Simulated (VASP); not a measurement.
## Sc2SiO: structure and properties in VASP

What structure does Sc2SiO take at this level, and what are its properties? The steps: rough relaxation of the start cell, full relaxation (r2SCAN), density, ELF and potential (r2SCAN), bands along the symmetry lines (r2SCAN) and density of states (r2SCAN). The cell is invented: it takes the structure of a Materials Project entry for Sc2CO (space group 166 there), with some of its atoms replaced by other elements, volume scaled by an estimate. It may not be a known or stable phase.

Program: VASP 6.6.1. Level of theory: r2SCAN; plane waves and PAW (Sc_sv, Si, O); invented cell. Results are calculated unless marked as measured.

**1. The starting structure**

Before any relaxation, the start is as follows. The structure is trigonal, space group R-3m (No. 166). Conventional cell: a = 3.375 Å, b = 3.375 Å, c = 16.516 Å, α = 90.00°, β = 90.00°, γ = 120.00°. Sc has 3 Si at 2.35 Å and 3 O at 2.42 Å nearest. Si has 6 Sc at 2.35 Å nearest. Nearest to O lie 6 Sc at 2.42 Å. It derives from Sc2CO. it takes the structure of a Materials Project entry for Sc2CO (space group 166 there), with some of its atoms replaced by other elements, volume scaled by an estimate. Farther neighbours and most contacts between anions are not listed.

As a file:

```cif
data_structure
_symmetry_space_group_name_H-M 'R-3m:H'
_symmetry_Int_Tables_number 166
_cell_length_a 3.3747
_cell_length_b 3.3747
_cell_length_c 16.5157
_cell_angle_alpha 90.000
_cell_angle_beta 90.000
_cell_angle_gamma 120.000
_cell_volume 162.89
loop_
_atom_site_label
_atom_site_type_symbol
_atom_site_symmetry_multiplicity
_atom_site_Wyckoff_symbol
_atom_site_fract_x
_atom_site_fract_y
_atom_site_fract_z
_atom_site_occupancy
Sc1 Sc 6 c 0.00000 0.00000 0.24641 1
Si1 Si 3 b 0.33333 0.66667 0.16667 1
O1 O 3 a 0.00000 0.00000 0.00000 1
```

**2. Rough relaxation of the start cell**

The start is only an estimate, so a cheap relaxation brings it near a minimum before any careful run. r2SCAN adds the kinetic-energy density, costs more than a GGA and is run with LASPH.

Input file INCAR:

```
SYSTEM = Sc2SiO
PREC = Normal
ENCUT = 520
EDIFF = 1E-05
NELM = 60
ISMEAR = 0
SIGMA = 0.05
LREAL = .FALSE.
ALGO = Normal
METAGGA = R2SCAN
LASPH = .TRUE.
NBANDS = 22
LORBIT = 11
LWAVE = .FALSE.
LCHARG = .FALSE.
KPAR = 2
IBRION = 2
NSW = 40
ISIF = 3
EDIFFG = -0.04
```

Input file POSCAR:

```
Sc2SiO
1.0
    1.6873390000      0.9741850000      5.5052360000
   -1.6873390000      0.9741850000      5.5052360000
    0.0000000000     -1.9483710000      5.5052360000
Sc Si O
2 1 1
Direct
    0.2464140400      0.2464140400      0.2464140400
    0.7535859600      0.7535859600      0.7535859600
    0.5000000000      0.5000000000      0.5000000000
    0.0000000000      0.0000000000      0.0000000000
```

Input file KPOINTS:

```
Automatic mesh
0
Gamma
6 6 6
0 0 0
```

The projector-augmented-wave data sets are Sc_sv, Si and O (PBE family, release 64).

Started as:

```bash
$ mpirun -np 2 vasp_std
```

The program printed:

```text
[banner, memory and clock lines left out]
running    2 mpi-ranks, on    1 nodes
 distrk:  each k-point on    1 cores,    2 groups
 distr:  one band on    1 cores,    1 groups

 POSCAR found type information on POSCAR ScSiO
 POSCAR found :  3 types and       4 ions
|                                                                             |
|               ----> ADVICE to this user running VASP <----                  |
|                                                                             |
|     You enforced a specific xc type in the INCAR file but a different       |
|     [... a line on the potential file left out ...]
|     I HOPE YOU KNOW WHAT YOU ARE DOING!                                     |
|                                                                             |

 LDA part: xc-table for (None), standard interpolation
 POSCAR, INCAR and KPOINTS ok, starting setup
 FFT: planning ... GRIDC
 FFT: planning ... GRID_SOFT
 FFT: planning ... GRID
 WAVECAR not read
 entering main loop
       N       E                     dE             d eps       ncg     rms          rms(c)
DAV:   1     0.450813100684E+03    0.45081E+03   -0.15425E+04  1416   0.162E+03
DAV:   2    -0.818146735920E+01   -0.45899E+03   -0.44847E+03  1688   0.620E+02
DAV:   3    -0.527980231437E+02   -0.44617E+02   -0.42266E+02  2448   0.190E+02
DAV:   4    -0.543727393690E+02   -0.15747E+01   -0.15602E+01  2280   0.310E+01
DAV:   5    -0.543905154397E+02   -0.17776E-01   -0.17759E-01  2204   0.438E+00    0.210E+01
DAV:   6    -0.420976183838E+02    0.12293E+02   -0.18071E+01  1982   0.531E+01    0.727E+00
DAV:   7    -0.421086510775E+02   -0.11033E-01   -0.14374E+00  2062   0.115E+01    0.392E+00
DAV:   8    -0.421293845622E+02   -0.20733E-01   -0.17263E-01  2056   0.424E+00    0.170E+00
DAV:   9    -0.421373407864E+02   -0.79562E-02   -0.34710E-02  2306   0.203E+00    0.333E-01
DAV:  10    -0.421361851146E+02    0.11557E-02   -0.13278E-02  2386   0.106E+00    0.187E-01
DAV:  11    -0.421358017431E+02    0.38337E-03   -0.14167E-03  2358   0.419E-01    0.596E-02
DAV:  12    -0.421358300459E+02   -0.28303E-04   -0.21955E-04  2040   0.110E-01    0.275E-02
DAV:  13    -0.421358238101E+02    0.62358E-05   -0.51355E-05  1792   0.841E-02
   1 F= -.42135824E+02 E0= -.42135047E+02  d E =-.421358E+02
 curvature:   0.00 expect dE= 0.000E+00 dE for cont linesearch  0.000E+00
 trial: gam= 0.00000 g(F)=  0.440E+01 g(S)=  0.455E+01 ort = 0.000E+00 (trialstep = 0.100E+01)
 search vector abs. value=  0.895E+01
 bond charge predicted
       N       E                     dE             d eps       ncg     rms          rms(c)
DAV:   1    -0.567035082253E+02   -0.14568E+02   -0.17451E+03  2072   0.479E+02    0.360E+01
DAV:   2    -0.476268359068E+02    0.90767E+01   -0.24709E+02  2310   0.177E+02    0.151E+01
DAV:   3    -0.437177436147E+02    0.39091E+01   -0.18318E+01  2550   0.575E+01    0.861E+00
DAV:   4    -0.430220140083E+02    0.69573E+00   -0.33263E+00  2498   0.330E+01    0.294E+00
DAV:   5    -0.429851816396E+02    0.36832E-01   -0.57713E-01  2278   0.704E+00    0.116E+00
DAV:   6    -0.429783932404E+02    0.67884E-02   -0.74654E-02  2300   0.473E+00    0.532E-01
DAV:   7    -0.429777834784E+02    0.60976E-03   -0.19842E-02  2474   0.132E+00    0.229E-01
DAV:   8    -0.429780731038E+02   -0.28963E-03   -0.11473E-03  2042   0.333E-01    0.142E-01
DAV:   9    -0.429781444685E+02   -0.71365E-04   -0.12997E-03  2252   0.281E-01    0.495E-02
DAV:  10    -0.429780906107E+02    0.53858E-04   -0.23109E-04  1952   0.100E-01    0.121E-02
DAV:  11    -0.429780883897E+02    0.22211E-05   -0.26317E-05  1540   0.531E-02
   2 F= -.42978088E+02 E0= -.42975885E+02  d E =-.842265E+00
[... from here on, the cycles between the ionic steps are left out ...]
   3 F= -.44192897E+02 E0= -.44191890E+02  d E =-.205707E+01
   4 F= -.44200248E+02 E0= -.44199307E+02  d E =-.206442E+01
   5 F= -.44200908E+02 E0= -.44200016E+02  d E =-.206508E+01
   6 F= -.44408827E+02 E0= -.44407917E+02  d E =-.207919E+00
   7 F= -.44465087E+02 E0= -.44463908E+02  d E =-.264179E+00
   8 F= -.44468635E+02 E0= -.44467057E+02  d E =-.267726E+00
   9 F= -.44528266E+02 E0= -.44527091E+02  d E =-.596310E-01
  10 F= -.44534302E+02 E0= -.44532415E+02  d E =-.656677E-01
  11 F= -.44590729E+02 E0= -.44586453E+02  d E =-.564268E-01
  12 F= -.44582086E+02 E0= -.44580999E+02  d E =-.477837E-01
  13 F= -.44672800E+02 E0= -.44671684E+02  d E =-.138498E+00
 curvature:  -0.51 expect dE=-0.170E-02 dE for cont linesearch -0.153E-02
 ZBRENT: interpolating
 opt :   2.6182  next Energy=   -44.676287 (dE=-0.142E+00)
 bond charge predicted
       N       E                     dE             d eps       ncg     rms          rms(c)
DAV:   1    -0.446770728975E+02   -0.42786E-02   -0.19228E+00  1814   0.284E+01    0.980E-01
DAV:   2    -0.446794955667E+02   -0.24227E-02   -0.17029E-01  1930   0.479E+00    0.537E-01
DAV:   3    -0.446753073901E+02    0.41882E-02   -0.90990E-03  2318   0.144E+00    0.152E-01
DAV:   4    -0.446752456889E+02    0.61701E-04   -0.67972E-04  2358   0.299E-01    0.671E-02
DAV:   5    -0.446752494592E+02   -0.37704E-05   -0.70581E-05  2144   0.108E-01
  14 F= -.44675249E+02 E0= -.44674473E+02  d E =-.140947E+00
 curvature:  -1.16 expect dE=-0.784E-03 dE for cont linesearch -0.167E-03
 trial: gam= 0.00000 g(F)=  0.101E-03 g(S)=  0.575E-03 ort =-0.429E-02 (trialstep = 0.133E+01)
 search vector abs. value=  0.676E-03
 reached required accuracy - stopping structural energy minimisation
```

The job ended after 7 min (2 MPI ranks of Intel Xeon 6975P-C (Granite Rapids), shared host; peak memory 0.49 GiB).

The logs omit lines about the potential files and the build; timing stands in the text.

From OUTCAR (step 2):

```text
ion  position               nearest neighbor table
   1  0.246  0.246  0.246-   3 2.35   3 2.35   3 2.35   4 2.42   4 2.42   4 2.42   2 3.28   2 3.28
                             2 3.28
   2  0.754  0.754  0.754-   3 2.35   3 2.35   3 2.35   4 2.42   4 2.42   4 2.42   1 3.28   1 3.28
                             1 3.28
   3  0.500  0.500  0.500-   1 2.35   2 2.35   1 2.35   1 2.35   2 2.35   2 2.35
   4  0.000  0.000  0.000-   2 2.42   1 2.42   2 2.42   2 2.42   1 2.42   1 2.42

  LATTYP: Found a trigonal (rhomboedric) cell.
 ALAT       =     5.8398435536
 COS(alpha) =     0.8330323789

 Subroutine GETGRP returns: Found 12 space group operations
 (whereof 12 operations were pure point group operations)

The static configuration has the point symmetry D_3d.

 Found     32 irreducible k-points:

   k-points           NKPTS =     32   k-points in BZ     NKDIM =     32   number of bands    NBANDS=     22

   dimension x,y,z NGX =    36 NGY =   36 NGZ =   36
   dimension x,y,z NGXF=    72 NGYF=   72 NGZF=   72

   ENCUT  =  520.0 eV  38.22 Ry    6.18 a.u.  10.86 10.86 10.86*2*pi/ulx,y,z

   NELECT =      32.0000    total number of electrons

 k-points in reciprocal lattice and weights: Automatic mesh
   0.00000000  0.00000000  0.00000000       0.005
   0.16666667 -0.00000000 -0.00000000       0.028
   0.33333333 -0.00000000 -0.00000000       0.028
   0.50000000  0.00000000  0.00000000       0.014
   0.16666667  0.16666667 -0.00000000       0.028
   0.33333333  0.16666667  0.00000000       0.056
   0.50000000  0.16666667 -0.00000000       0.056
  -0.33333333  0.16666667 -0.00000000       0.056
  -0.16666667  0.16666667  0.00000000       0.028
[...]
-0.33333333  0.50000000  0.33333333       0.028
   0.50000000  0.50000000  0.50000000       0.005

 average (electrostatic) potential at core
       1 -48.2156       2 -48.2156       3 -85.0776       4 -74.1675

 E-fermi :   7.4213

 k-point     1 :       0.0000    0.0000    0.0000
  band No.  band energies     occupation
    ...
     11      -0.4840      2.00000
     12       0.8895      2.00000
     13       0.8895      2.00000
     14       4.2882      2.00000
     15       6.7647      2.00000
     16       8.3710      0.00000
     17       8.3710      0.00000
     18       8.7257      0.00000
     19       9.2990      0.00000
     20       9.2990      0.00000
    ...

 k-point     2 :       0.1667   -0.0000   -0.0000
  band No.  band energies     occupation
    ...
     12       0.5551      2.00000
     13       0.8636      2.00000
     14       4.1509      2.00000
     15       6.9465      2.00000
     16       7.3156      1.99720
     17       8.2422      0.00000
     18       8.3763      0.00000
     19       8.8856      0.00000
     20       9.1815      0.00000
     21       9.4978      0.00000
    ...

 k-point     3 :       0.3333   -0.0000   -0.0000
  band No.  band energies     occupation
    ...
     12       0.4331      2.00000
     13       0.7914      2.00000
     14       4.1332      2.00000
     15       4.7218      2.00000
     16       6.6677      2.00000
     17       8.1422      0.00000
     18       8.1481      0.00000
     19       8.6192      0.00000
     20       9.8768      0.00000
     21      10.2376      0.00000
    ...

  Total        0.1544512      0.1544512      0.0004743      0.0000000     -0.0000000     -0.0000000
  in kB        4.2082989      4.2082967      0.0129234      0.0000000     -0.0000000     -0.0000000
  external PRESSURE =       2.8098396 kB  Pullay stress =       0.0000000 kB

  energy-cutoff  :      520.00
  volume of cell :       58.80
      direct lattice vectors                 reciprocal lattice vectors
     1.610020234  0.929544996  6.548506136     0.310555103  0.179299120  0.050902205
    -1.610020234  0.929544996  6.548506136    -0.310555103  0.179299120  0.050902205
     0.000000000 -1.859091116  6.548506167     0.000000000 -0.358598239  0.050902174

 POSITION                                       TOTAL-FORCE (eV/Angst)
 -----------------------------------------------------------------------------------
      0.00000     -0.00000      5.28804        -0.000000     -0.000000      0.032277
      0.00000     -0.00000     14.35748        -0.000000      0.000000     -0.032277
      0.00000     -0.00000      9.82276        -0.000000     -0.000000     -0.000000
      0.00000      1.85909     13.09701         0.000000     -0.000000      0.000000
 -----------------------------------------------------------------------------------
    total drift:                               -0.000000      0.000000      0.000000

  FREE ENERGIE OF THE ION-ELECTRON SYSTEM (eV)
  ---------------------------------------------------
  free  energy   TOTEN  =       -44.6752494592 eV

  energy  without entropy=      -44.6736957757  energy(sigma->0) =      -44.67447262

 reached required accuracy - stopping structural energy minimisation

 total charge
# of ion       s       p       d       tot
------------------------------------------
    1        2.176   6.169   1.199   9.545
    2        2.176   6.169   1.199   9.545
    3        0.798   0.878   0.000   1.677
    4        1.567   3.499   0.000   5.066
--------------------------------------------------
tot          6.718  16.716   2.399  25.832

[... 3 further parts left out ...]
```

CONTCAR:

```
Sc2SiO
   1.00000000000000
     1.6100202342538810    0.9295449964755189    6.5485061356684060
    -1.6100202342538810    0.9295449964755189    6.5485061356684060
     0.0000000000000000   -1.8590911162463695    6.5485061674348888
  Sc              Si              O
     2     1     1
Direct
     0.2691728096722931    0.2691728096722931    0.2691728102784171
     0.7308271903277069    0.7308271903277069    0.7308271897215828
     0.5000000000000000    0.5000000000000000    0.5000000000000000
     1.0000000000000000    1.0000000000000000    0.0000000000000000
```

The k-mesh is coarse for a metal. This relaxation is a rough one on cheap settings, only to bring the start near its minimum. The PAW data sets were made with PBE, which is usual practice but a small mismatch for other functionals. After so large a change of volume the plane waves of the start cell no longer fit, so the final stress carries a basis-set error. The run keeps the 12 symmetry operations of its start, so it cannot find a distortion of lower symmetry.

The steps of the relaxation:

```
step  energy less that of the first step (eV)  largest force (eV/Å)  pressure (GPa)  volume (Å³)
   1                                   0.0000                6.7524           32.93        54.30
   2                                  -0.8423                0.8814          -19.85        79.29
   3                                  -2.0571                0.8438           -6.42        66.30
   4                                  -2.0644                1.0023           -5.34        65.65
   5                                  -2.0651                1.1122           -4.54        65.24
   6                                  -2.2730                0.6833           -1.16        62.08
   7                                  -2.3293                0.3281            1.89        60.06
   8                                  -2.3328                0.1938            3.12        59.36
   9                                  -2.3924                0.0498           -0.86        60.77
  10                                  -2.3985                0.0839           -2.53        61.39
  11                                  -2.4549                0.3666           -1.93        60.44
  12                                  -2.4463                0.4769            3.30        57.22
  13                                  -2.5370                0.1256           -0.25        59.13
  14                                  -2.5394                0.0323            0.28        58.80
```

```csv
cell as run,before,after,change
a (Å),5.840,6.807,+16.6 %
b (Å),5.840,6.807,+16.6 %
c (Å),5.840,6.807,+16.6 %
α (°),33.59,27.36,-18.5 %
β (°),33.59,27.36,-18.5 %
γ (°),33.59,27.36,-18.5 %
volume (Å³/atom),13.57,14.70,+8.3 %
```

The atoms that moved most (Å, as changes of fractional coordinates times the final cell):

```csv
atom,dx,dy,dz,length
Sc2,0.000,0.000,-0.447,0.447
Sc1,0.000,0.000,0.447,0.447
```

The relaxed structure:

```xyz
4
Lattice="1.6100 0.9295 6.5485 -1.6100 0.9295 6.5485 0.0000 -1.8591 6.5485" Properties=species:S:1:pos:R:3 pbc="T T T"
Sc    0.0000    0.0000    5.2880
Sc    0.0000    0.0000   14.3575
Si    0.0000    0.0000    9.8228
O     0.0000    0.0000    0.0000
```

This step gave:

| Property | Result |
| --- | --- |
| electrons | 32 |
| bands | 22 |
| irreducible k-points | 32 |
| symmetry operations | 12 |
| free energy (TOTEN) | -44.68 eV |
| energy at zero smearing | -44.67 eV |
| Fermi energy | 7.421 eV |
| pressure | 0.2810 GPa |
| metallic | yes |
| SCF cycles over all ionic steps | 106 |

It ends with a largest force of 0.032 eV/Å and a pressure of 0.28 GPa.

[end of part 1 of 3]

[Lines on the potential files, build, host, timing and source positions are cut from VASP's logs without a mark.]

[Logs are printed without paths, hosts, clocks, repeated set-up lines and the standing remarks that a program may print on its own settings, such as how far it seeks lower states.]

[Hosts, paths, dates, database ids (printed as entryN), source tags and the programs' standing remarks are cut or masked in the printed files.]

[A measured line is paired with the nearest computed mode of its activity, which favours agreement.]
